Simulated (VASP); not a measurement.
# Be3Se2S (P6_3mc) in VASP: density of states with PBE

Aim: the density of states of Be3Se2S with PBE.

All numbers are computed with VASP 6.6.1; they aren't measurements. Logs are shortened: lines on timing, memory, paths and dates and some standing lists are left out, and cuts for length are marked.

## (1) The crystal as given

It takes space group P6_3mc (No. 186, hexagonal). The conventional cell has a = 3.584 Å, b = 3.584 Å, c = 17.716 Å, α = 90.00°, β = 90.00°, γ = 120.00°. Be (site symmetry 3m) is surrounded by 1 S at 2.12 Å and 3 Se at 2.22 Å. Be (site symmetry 3m) is surrounded by 4 Se at 2.21 to 2.25 Å. Around Be (site symmetry 3m) lie 3 S at 2.17 Å and 1 Se at 2.26 Å. Se (site symmetry 3m) is surrounded by 4 Be at 2.22 to 2.25 Å. Se (site symmetry 3m) is surrounded by 4 Be at 2.21 to 2.26 Å. S (site symmetry 3m) has 4 Be at 2.12 to 2.17 Å as nearest neighbours.

The cell was built by a generator and needn't be a form met in nature.

## (2) Density of states, PBE

Input file POSCAR:

```
Be3Se2S                                 
1.0
    3.5842497558     -0.0000000000      0.0000000000
   -1.7921248729      3.1040513346      0.0000000000
    0.0000000000      0.0000000000     17.7155893384
  Be              Se              S             
     6     4     2
Direct
     0.6666666699999979    0.3333333300000021    0.6196689109281762
     0.3333333300000021    0.6666666699999979    0.7915022172258739
     0.6666666699999979    0.3333333300000021    0.9631779423287194
     0.3333333300000021    0.6666666699999979    0.4631779423287194
     0.6666666699999979    0.3333333300000021    0.2915022172258738
     0.3333333300000021    0.6666666699999979    0.1196689109281762
     0.3333333300000021    0.6666666699999979    0.6647311028841414
     0.6666666699999979    0.3333333300000021    0.8356939163260770
     0.3333333300000021    0.6666666699999979    0.3356939163260771
     0.6666666699999979    0.3333333300000021    0.1647311028841414
     0.3333333300000021    0.6666666699999979    0.0002047103070129
     0.6666666699999979    0.3333333300000021    0.5002047103070130
```

Input file INCAR.step1:

```
SYSTEM = Be3Se2S
PREC = Accurate
ENCUT = 520
EDIFF = 1E-6
ISMEAR = 0
SIGMA = 0.03
LREAL = .FALSE.
LASPH = .TRUE.
NELM = 60
ALGO = Normal
ISIF = 2
LWAVE = .FALSE.
LCHARG = .TRUE.
GGA = PE
KPAR = 4
```

Input file KPOINTS.step1:

```
regular mesh
0
G
  8 8 2
  0 0 0
```

Input file INCAR.step2:

```
SYSTEM = Be3Se2S
PREC = Accurate
ENCUT = 520
EDIFF = 1E-6
ISMEAR = -5
SIGMA = 0.03
LREAL = .FALSE.
LASPH = .TRUE.
NELM = 60
ALGO = Normal
ISIF = 2
LWAVE = .FALSE.
LCHARG = .FALSE.
GGA = PE
LORBIT = 11
KPAR = 4
NEDOS = 2001
ICHARG = 11
```

Input file KPOINTS.step2:

```
regular mesh
0
G
  12 12 3
  0 0 0
```

Potentials or basis: VASP PAW PBE potentials, release 64 (Be, Se, S).

Command:

```bash
$ cat potpaw_PBE.64/Be/POTCAR potpaw_PBE.64/Se/POTCAR potpaw_PBE.64/S/POTCAR > POTCAR
$ cp INCAR.step1 INCAR
$ cp KPOINTS.step1 KPOINTS
$ mpirun -np 4 vasp_std > vasp.out
$ cp INCAR.step2 INCAR
$ cp KPOINTS.step2 KPOINTS
$ mpirun -np 4 vasp_std > vasp.out
```

OUTCAR:

```text
SYSTEM = Be3Se2S
   PREC = Accurate
   ENCUT = 520
   EDIFF = 1E-6
   ISMEAR = -5
   LREAL = .FALSE.
   LASPH = .TRUE.
   NELM = 60
   ISIF = 2
   GGA = PE
   LORBIT = 11
   ICHARG = 11

 ion  position               nearest neighbor table
   1  0.667  0.333  0.620-  12 2.12   7 2.22   7 2.22   7 2.22
   2  0.333  0.667  0.792-   8 2.21   8 2.21   8 2.21   7 2.25
   3  0.667  0.333  0.963-  11 2.17  11 2.17  11 2.17   8 2.26
   4  0.333  0.667  0.463-  12 2.17  12 2.17  12 2.17   9 2.26
   5  0.667  0.333  0.292-   9 2.21   9 2.21   9 2.21  10 2.25
   6  0.333  0.667  0.120-  11 2.12  10 2.22  10 2.22  10 2.22
   7  0.333  0.667  0.665-   1 2.22   1 2.22   1 2.22   2 2.25
   8  0.667  0.333  0.836-   2 2.21   2 2.21   2 2.21   3 2.26
   9  0.333  0.667  0.336-   5 2.21   5 2.21   5 2.21   4 2.26
  10  0.667  0.333  0.165-   6 2.22   6 2.22   6 2.22   5 2.25
  11  0.333  0.667  0.000-   6 2.12   3 2.17   3 2.17   3 2.17
  12  0.667  0.333  0.500-   1 2.12   4 2.17   4 2.17   4 2.17

  LATTYP: Found a hexagonal cell.
 ALAT       =     3.5842497558
 C/A-ratio  =     4.9426213421

  Lattice vectors:

 A1 = (   3.5842497558,   0.0000000000,   0.0000000000)
 A2 = (  -1.7921248729,   3.1040513346,   0.0000000000)
 A3 = (   0.0000000000,   0.0000000000,  17.7155893384)

Analysis of symmetry for initial positions (statically):
=====================================================================
 Subroutine PRICEL returns:
 Original cell was already a primitive cell.

 Routine SETGRP: Setting up the symmetry group for a
 hexagonal supercell.

 Subroutine GETGRP returns: Found 12 space group operations
 (whereof  6 operations were pure point group operations)
 out of a pool of 24 trial point group operations.

The static configuration has the point symmetry C_3v.
 The point group associated with its full space group is C_6v.

Analysis of symmetry for dynamics (positions and initial velocities):
=====================================================================
 Subroutine PRICEL returns:
 Original cell was already a primitive cell.

 Routine SETGRP: Setting up the symmetry group for a
 hexagonal supercell.

 Subroutine GETGRP returns: Found 12 space group operations
 (whereof  6 operations were pure point group operations)
 out of a pool of 24 trial point group operations.

The dynamic configuration has the point symmetry C_3v.
 The point group associated with its full space group is C_6v.

 Subroutine INISYM returns: Found 12 space group operations
 (whereof  6 operations are pure point group operations),
 and found     1 'primitive' translations

----------------------------------------------------------------------------------------

                                     Primitive cell

  volume of cell :     197.0982

  direct lattice vectors                    reciprocal lattice vectors
     3.584249756  0.000000000  0.000000000     0.278998415  0.161079810  0.000000000
    -1.792124873  3.104051335  0.000000000     0.000000000  0.322159621  0.000000000
     0.000000000  0.000000000 17.715589338     0.000000000  0.000000000  0.056447459

  length of vectors
     3.584249756  3.584249747 17.715589338     0.322159620  0.322159621  0.056447459

  position of ions in fractional coordinates (direct lattice)
     0.666666670  0.333333330  0.619668911
     0.333333330  0.666666670  0.791502217
     0.666666670  0.333333330  0.963177942
     0.333333330  0.666666670  0.463177942
     0.666666670  0.333333330  0.291502217
     0.333333330  0.666666670  0.119668911
     0.333333330  0.666666670  0.664731103
     0.666666670  0.333333330  0.835693916
     0.333333330  0.666666670  0.335693916
     0.666666670  0.333333330  0.164731103
     0.333333330  0.666666670  0.000204710
     0.666666670  0.333333330  0.500204710

  ion indices of the primitive-cell ions
   primitive index   ion index
                 1           1
                 2           2
                 3           3
                 4           4
                 5           5
                 6           6
                 7           7
                 8           8
                 9           9
                10          10
                11          11
                12          12

----------------------------------------------------------------------------------------

 KPOINTS: regular mesh

Automatic generation of k-mesh.
 Grid dimensions read from file:
 generate k-points for:   12   12    3

 Generating k-lattice:

  Cartesian coordinates                     Fractional coordinates (reciprocal lattice)
     0.023249868  0.013423317  0.000000000     0.083333333 -0.000000000  0.000000000
     0.000000000  0.026846635  0.000000000     0.000000000  0.083333333  0.000000000
     0.000000000  0.000000000  0.018815820     0.000000000  0.000000000  0.333333333

  Length of vectors
     0.026846635  0.026846635  0.018815820

  Shift w.r.t. Gamma in fractional coordinates (k-lattice)
     0.000000000  0.000000000  0.000000000

 TETIRR: Found    369 inequivalent tetrahedra from     2592

 Subroutine IBZKPT returns following result:
 ===========================================

 Found     38 irreducible k-points:

 Following reciprocal coordinates:
            Coordinates               Weight
  0.000000  0.000000  0.000000      1.000000
  0.083333  0.000000  0.000000      6.000000
  0.166667 -0.000000  0.000000      6.000000
  0.250000  0.000000  0.000000      6.000000
  0.333333 -0.000000  0.000000      6.000000
  0.416667 -0.000000  0.000000      6.000000
[... 16 lines left out ...]
  0.250000  0.000000  0.333333     12.000000
  0.333333 -0.000000  0.333333     12.000000
 [... further k-points ...]
   k-points           NKPTS =     38   k-points in BZ     NKDIM =     38   number of bands    NBANDS=     31
   number of dos      NEDOS =   2001   number of ions     NIONS =     12
   total plane-waves  NPLWV = 109760
   dimension x,y,z NGX =    28 NGY =   28 NGZ =  140
   dimension x,y,z NGXF=    56 NGYF=   56 NGZF=  280
   ions per type =               6   4   2
   NGX,Y,Z   is equivalent  to a cutoff of  12.99, 12.99, 13.14 a.u.
   NGXF,Y,Z  is equivalent  to a cutoff of  25.97, 25.97, 26.28 a.u.
 SYSTEM =  Be3Se2S
   PREC   = accura    normal or accurate (medium, high low for compatibility)
   ISTART =      0    job   : 0-new  1-cont  2-samecut
   ICHARG =     11    charge: 1-file 2-atom 10-const
   ISPIN  =      1    spin polarized calculation?
   LNONCOLLINEAR =      F non collinear calculations
   LSORBIT =      F    spin-orbit coupling
   LASPH  =      T    aspherical Exc in radial PAW
   ENCUT  =  520.0 eV  38.22 Ry    6.18 a.u.   6.66  6.66 32.94*2*pi/ulx,y,z
   NELM   =     60;   NELMIN=  2; NELMDL=  0     # of ELM steps
   EDIFF  = 0.1E-05   stopping-criterion for ELM
   LREAL  =      F    real-space projection
   EDIFFG = 0.1E-04   stopping-criterion for IOM
   NSW    =      0    number of steps for IOM
   IBRION =     -1    ionic relax: 0-MD 1-quasi-New 2-CG
   NFREE  =      0    steps in history (QN), initial steepest desc. (CG)
   ISIF   =      2    stress and relaxation
   ISYM   =      2    0-nonsym 1-usesym 2-fastsym
   POTIM  = 0.5000    time-step for ionic-motion
   TEBEG  =    0.0;   TEEND  =   0.0 temperature during run
   PSTRESS=    0.0 pullay stress
   NELECT =      48.0000    total number of electrons
   NUPDOWN=      -1.0000    fix difference up-down
   EMIN   =  10.00;   EMAX   =-10.00  energy-range for DOS
   EFERMI =   0.00;   METHOD = LEGACY
   ISMEAR =    -5;   SIGMA  =   0.03  broadening in eV -4-tet -1-fermi 0-gaus
   EFERMI_NEDOS =   21; number of points for ismear=-14 and -15
   IALGO  =     38    algorithm
   IMIX   =      4    mixing-type and parameters
     AMIX     =   0.40;   BMIX     =  1.00
     AMIX_MAG =   1.60;   BMIX_MAG =  1.00
  volume/ion in A,a.u.               =      16.42       110.84
  Fermi-wavevector in a.u.,A,eV,Ry     =   1.022338  1.931938 14.220457  1.045174
  Thomas-Fermi vector in A             =   2.156011
   LORBIT       =     11    0 simple, 1 ext, 2 COOP (PROOUT), +10 PAW based schemes
   GGA     = PE    functional components
   LHFCALC =     F    Hartree Fock is set to
   AEXX    =    0.0000 exact exchange contribution
   IVDW    =     0    specifies the selected vdW correction
   LEPSILON=     F    determine dielectric tensor
   LRPA    =     F    only Hartree local field effects (RPA)
 non-spin polarized calculation
 Fermi weights with tetrahedron method with Bloechl corrections
  energy-cutoff  :      520.00
  volume of cell :      197.10
 maximum number of plane-waves:      5369
 NGX is ok and might be reduce to    28

 number of electron      47.9999998 magnetization

 Free energy of the ion-electron system (eV)
  ---------------------------------------------------
  ext. energy  EPLUGINS =         0.00000000
  ---------------------------------------------------
  free energy    TOTEN  =       -55.18900911 eV

  energy without entropy =      -55.18900911  energy(sigma->0) =      -55.18900911

 E-fermi :   3.6929     XC(G=0):  -9.4339

 val. band max:        3.6845577761   @ k =   0.0000   0.0000   0.0000
 cond. band min:       6.9211645501   @ k =   0.5000   0.0000   0.0000
 fundamental gap:      3.2366067739
 Fermi energy:         3.6929011371

 k-point     1 :       0.0000    0.0000    0.0000
  band No.  band energies     occupation
      1     -10.2353      2.00000
      2      -9.9961      2.00000
      3      -9.9328      2.00000
      4      -9.3286      2.00000
      5      -9.2802      2.00000
      6      -8.8761      2.00000
[... 23 lines left out ...]
     30       8.4461      0.00000
     31       8.5046      0.00000

 k-point     2 :       0.0833    0.0000    0.0000
  band No.  band energies     occupation
      1     -10.1725      2.00000
      2      -9.9383      2.00000
      3      -9.8711      2.00000
      4      -9.2770      2.00000
      5      -9.2321      2.00000
      6      -8.8350      2.00000
[... 23 lines left out ...]
     30       8.6212      0.00000
     31       8.7064      0.00000

 k-point     3 :       0.1667   -0.0000    0.0000
  band No.  band energies     occupation
      1      -9.9900      2.00000
      2      -9.7714      2.00000
      3      -9.6928      2.00000
      4      -9.1324      2.00000
      5      -9.0947      2.00000
      6      -8.7218      2.00000
[... 703 lines left out ...]
     30       8.7105      0.00000
     31       9.3034      0.00000

 k-point    24 :       0.3333   -0.0000    0.3333
  band No.  band energies     occupation
      1      -9.3441      2.00000
      2      -9.2813      2.00000
      3      -9.0049      2.00000
      4      -8.8544      2.00000
      5      -8.5554      2.00000
      6      -8.4632      2.00000
[... 23 lines left out ...]
     30       8.3861      0.00000
     31       9.1467      0.00000

 [... further k-points ...]

------------------------ aborting loop because EDIFF is reached ----------------------------------------

  FORCE on cell =-STRESS in cart. coord.  units (eV):
  Direction    XX          YY          ZZ          XY          YZ          ZX
  --------------------------------------------------------------------------------------
  -------------------------------------------------------------------------------------
  Total       -0.0203983     -0.0203983     -0.0015982     -0.0000000      0.0000000     -0.0000000
  in kB       -0.1658145     -0.1658145     -0.0129911     -0.0000000      0.0000000     -0.0000000
  external PRESSURE =      -0.1148734 kB  Pullay stress =       0.0000000 kB

 VOLUME and BASIS-vectors are now :
 -----------------------------------------------------------------------------
  energy-cutoff  :      520.00
  volume of cell :      197.10
      direct lattice vectors                 reciprocal lattice vectors
     3.584249756  0.000000000  0.000000000     0.278998415  0.161079810  0.000000000
    -1.792124873  3.104051335  0.000000000     0.000000000  0.322159621  0.000000000
     0.000000000  0.000000000 17.715589338     0.000000000  0.000000000  0.056447459

 POSITION                                       TOTAL-FORCE (eV/Angst)
 -----------------------------------------------------------------------------------
      1.79212      1.03468     10.97780         0.000000     -0.000000     -0.005839
     -0.00000      2.06937     14.02193        -0.000000      0.000000     -0.001050
      1.79212      1.03468     17.06326        -0.000000      0.000000      0.001957
     -0.00000      2.06937      8.20547         0.000000      0.000000      0.001957
      1.79212      1.03468      5.16413         0.000000     -0.000000     -0.001050
     -0.00000      2.06937      2.12001        -0.000000     -0.000000     -0.005839
     -0.00000      2.06937     11.77610        -0.000000      0.000000      0.000630
      1.79212      1.03468     14.80481         0.000000     -0.000000      0.004088
     -0.00000      2.06937      5.94702        -0.000000      0.000000      0.004088
      1.79212      1.03468      2.91831         0.000000      0.000000      0.000630
     -0.00000      2.06937      0.00363        -0.000000      0.000000      0.000213
      1.79212      1.03468      8.86142         0.000000      0.000000      0.000213
 -----------------------------------------------------------------------------------
    total drift:                               -0.000021      0.000012      0.000113

  FREE ENERGIE OF THE ION-ELECTRON SYSTEM (eV)
  ---------------------------------------------------
  free  energy   TOTEN  =       -55.1890091130 eV

  energy  without entropy=      -55.1890091130  energy(sigma->0) =      -55.18900911

 total charge

# of ion       s       p       d       tot
------------------------------------------
    1        0.382   0.624   0.000   1.006
    2        0.381   0.615   0.000   0.996
    3        0.360   0.562   0.000   0.922
    4        0.360   0.562   0.000   0.922
    5        0.381   0.615   0.000   0.996
    6        0.382   0.624   0.000   1.006
    7        1.424   2.531   0.032   3.987
    8        1.424   2.531   0.032   3.987
    9        1.424   2.531   0.032   3.987
   10        1.424   2.531   0.032   3.987
   11        1.305   2.487   0.000   3.792
   12        1.305   2.487   0.000   3.792
--------------------------------------------------
tot         10.555  18.699   0.127  29.382
```

Run time: 86 s. Hardware: 4 MPI ranks of Intel Xeon Platinum 8559C (Emerald Rapids), shared host; peak memory 0.41 GiB.

What came out:

| Item | Value |
| --- | --- |
| Valence electrons inside the program's atomic spheres | Be 1.01, 1.00, 0.92; Se 3.99; S 3.79 |

Levels at points of the mesh, in eV from the valence-band top:
```
           k point  band 22  band 23  band 24  band 25  band 26  band 27
(0.00, 0.00, 0.00)    -0.16     0.00     0.00     3.90     3.95     4.53
(0.50, 0.00, 0.00)    -1.76    -1.53    -1.21     3.24     3.38     3.48
```

States per cell in windows of 0.5 eV (zero at the valence-band top; states under -8 eV left out):
```csv
from (eV),total,Se7_p,Se10_p,S11_p,S12_p,Se8_p,Se9_p
-8.0,0.00,0.00,0.00,0.00,0.00,0.00,0.00
-7.5,0.00,0.00,0.00,0.00,0.00,0.00,0.00
-7.0,0.00,0.00,0.00,0.00,0.00,0.00,0.00
-6.5,0.00,0.00,0.00,0.00,0.00,0.00,0.00
-6.0,0.69,0.03,0.03,0.06,0.06,0.03,0.03
-5.5,4.13,0.17,0.17,0.31,0.31,0.20,0.20
-5.0,3.43,0.20,0.20,0.20,0.20,0.19,0.19
-4.5,2.37,0.14,0.14,0.14,0.14,0.14,0.14
-4.0,3.27,0.18,0.18,0.25,0.25,0.19,0.19
-3.5,3.40,0.19,0.19,0.32,0.32,0.18,0.18
-3.0,3.88,0.24,0.24,0.36,0.36,0.24,0.24
-2.5,4.56,0.34,0.34,0.34,0.34,0.35,0.35
-2.0,4.92,0.44,0.44,0.29,0.29,0.44,0.44
-1.5,3.33,0.36,0.36,0.13,0.13,0.35,0.35
-1.0,1.46,0.17,0.17,0.06,0.06,0.16,0.16
-0.5,0.49,0.07,0.07,0.01,0.01,0.06,0.06
0.0,0.00,0.00,0.00,0.00,0.00,0.00,0.00
0.5,0.00,0.00,0.00,0.00,0.00,0.00,0.00
1.0,0.00,0.00,0.00,0.00,0.00,0.00,0.00
1.5,0.00,0.00,0.00,0.00,0.00,0.00,0.00
2.0,0.00,0.00,0.00,0.00,0.00,0.00,0.00
2.5,0.00,0.00,0.00,0.00,0.00,0.00,0.00
3.0,0.36,0.00,0.00,0.00,0.00,0.00,0.00
3.5,2.51,0.01,0.01,0.02,0.02,0.01,0.01
4.0,3.73,0.02,0.02,0.03,0.03,0.02,0.02
4.5,3.05,0.02,0.02,0.03,0.03,0.02,0.02
5.0,2.72,0.03,0.03,0.04,0.04,0.02,0.02
5.5,1.24,0.02,0.02,0.02,0.02,0.01,0.01
6.0,0.16,0.00,0.00,0.01,0.01,0.00,0.00
6.5,0.00,0.00,0.00,0.00,0.00,0.00,0.00
```
